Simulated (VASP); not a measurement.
An input for Ansatz (written as the equivalent of a VASP run, and not itself run):

Ansatz 0.2 input:
```yaml
crystal:
  lattice:
    - [2.0700000, -3.5853450, 0.0000000]
    - [2.0700000, 3.5853450, 0.0000000]
    - [0.0000000, 0.0000000, 6.7200000]
  atoms:
    - { symbol: Cd, position: [0.6666670, 0.3333330, 0.5000000] }
    - { symbol: Cd, position: [0.3333330, 0.6666670, 0.0000000] }
    - { symbol: S, position: [0.6666670, 0.3333330, 0.8770000] }
    - { symbol: S, position: [0.3333330, 0.6666670, 0.3770000] }
kpoints:
  mp_grid: { grid: [6, 6, 4] }
hamiltonian:
  xc: pbesol
  pseudopotentials: { kind: paw }
scf:
  occupations: { method: fermi_dirac, width: 0.02 }
  max_iter: 100
output: { forces: true, stress: true, eigenvalues: true }
```

Question: Translate this input to VASP (INCAR, KPOINTS, POSCAR, choice of POTCAR).

Answer: One answer among several that fit: 
**KPOINTS**
```
Automatic mesh
0
Gamma
6 6 4
0 0 0
```

### INCAR
```
SYSTEM = CdS
PREC = Accurate
ENCUT = 300
EDIFF = 1E-6
NELM = 100
ALGO = Normal
LREAL = .FALSE.
LASPH = .TRUE.
ISMEAR = -1
SIGMA = 0.02
GGA = PS
LMAXMIX = 4
LWAVE = .FALSE.
LCHARG = .FALSE.
ISIF = 2
```

POSCAR:
```
CdS
4.140
  0.5000000000  -0.8660253623   0.0000000000
  0.5000000000   0.8660253623   0.0000000000
  0.0000000000   0.0000000000   1.6231884058
Cd S
2 2
Direct
  0.6666670000   0.3333330000   0.5000000000
  0.3333330000   0.6666670000   0.0000000000
  0.6666670000   0.3333330000   0.8770000000
  0.3333330000   0.6666670000   0.3770000000
```

POTCAR, in this order: Cd S (PBE.64 set). Program: vasp_std.

Limits of the translation: each code has its own PAW files, so the cut-off isn't converted (ENCUT is set for VASP's; basis.ecutwfc is left out, and Ansatz then takes the one that its files recommend); Ansatz stops its SCF on the density residual and VASP on the energy change (EDIFF).

The structure is a typed CdS crystal. The cell was not relaxed at this level. The run is one of a series of settings (GGA = PS, POTCAR Cd S (PBE.64 set) against the base run), some of them coarse on purpose.
